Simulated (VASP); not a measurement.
Given:

```
Ti
1.0
    1.51745    -2.60453     0.00000
    1.51745     2.60453     0.00000
    0.00000     0.00000     4.55275
Ti
2
Direct
  0.33333   0.66667   0.25000
  0.67362   0.34028   0.75000
```
Cell charge +0.02.

Method: PBE GGA, VASP's PBE PAW potentials (set 64) (plane waves; VASP 6.6.1). Settings: NELECT = 23.98, 400 eV cut-off, 12×12×7 Γ-centred mesh, Gaussian smearing of 0.050 eV, potentials Ti_sv.

The cell is charged, with a uniform compensating background.

Problem. Give the stress tensor in GPa (positive for a compressed cell).

Solution. 
```
-7.43  -0.27   0.00
-0.27  -6.54   0.00
 0.00   0.00  -1.68
```
The pressure is its mean diagonal, -5.22 GPa.

The compound is Ti in the hcp structure. The cell was not relaxed at this level, atoms are displaced from their ideal sites. The run is one of a series of settings (ISMEAR = 0, NELECT = 23.98, SIGMA = 0.05 against the base run), some of them coarse on purpose.
